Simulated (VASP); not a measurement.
A convergence study with VASP on RbBr (rock salt): one setting is varied, all else stays as given below, so the limit is that of these other settings. Each run relaxes cell and ions from the cell shown. The basis is that of the starting cell, so low cut-offs carry a Pulay error.

```yaml
crystal:
  lattice:
    - [0.00000, 3.44500, 3.44500]
    - [3.44500, 0.00000, 3.44500]
    - [3.44500, 3.44500, 0.00000]
  atoms:
    - { symbol: Rb, position: [0.00000, 0.00000, 0.00000] }
    - { symbol: Br, position: [0.50000, 0.50000, 0.50000] }
```

Method: PBE GGA, VASP's PBE PAW potentials (set 64) (plane waves; VASP). The tightest run used: 700 eV cut-off, 6×6×6 Γ-centred mesh, Gaussian smearing of 0.050 eV, potentials Rb_sv Br.

Gaps are read on the run's mesh, which can miss a band edge.

Question: The settings run are ENCUT = 150; ENCUT = 200; ENCUT = 250; ENCUT = 300; ENCUT = 350; ENCUT = 400; ENCUT = 450; ENCUT = 500; ENCUT = 550; ENCUT = 600; ENCUT = 650; ENCUT = 700. From which on does the relaxed volume stay within 0.05 Å³/atom of the tightest run?

Answer: From ENCUT = 500 on: it is off by 0.026 there and by no more than 0.05 in any finer run, while ENCUT = 450 is off by 0.073.
| setting | relaxed volume (Å³/atom) | E (eV/atom) | gap on the mesh (eV) | plane waves | difference judged (Å³/atom) |
|---|---|---|---|---|---|
| ENCUT = 150 | 35.304 | -3.1777 | 4.716 | 347 | 7.977 |
| ENCUT = 200 | 40.616 | -3.0502 | 4.341 | 544 | 2.665 |
| ENCUT = 250 | 42.626 | -3.0555 | 4.224 | 754 | 0.655 |
| ENCUT = 300 | 43.094 | -3.0571 | 4.195 | 982 | 0.187 |
| ENCUT = 350 | 43.259 | -3.0573 | 4.185 | 1243 | 0.022 |
| ENCUT = 400 | 43.255 | -3.0573 | 4.186 | 1524 | 0.026 |
| ENCUT = 450 | 43.208 | -3.0574 | 4.189 | 1807 | 0.073 |
| ENCUT = 500 | 43.255 | -3.0576 | 4.186 | 2090 | 0.026 |
| ENCUT = 550 | 43.288 | -3.0577 | 4.184 | 2421 | 0.007 |
| ENCUT = 600 | 43.292 | -3.0577 | 4.184 | 2764 | 0.012 |
| ENCUT = 650 | 43.284 | -3.0576 | 4.184 | 3119 | 0.003 |
| ENCUT = 700 | 43.281 | -3.0576 | 4.184 | 3479 | 0.000 |

Left out are rungs that failed or repeat a setting and relaxations that didn't move; long series are thinned to 24 rows.

The compound is RbBr in the rock salt structure.
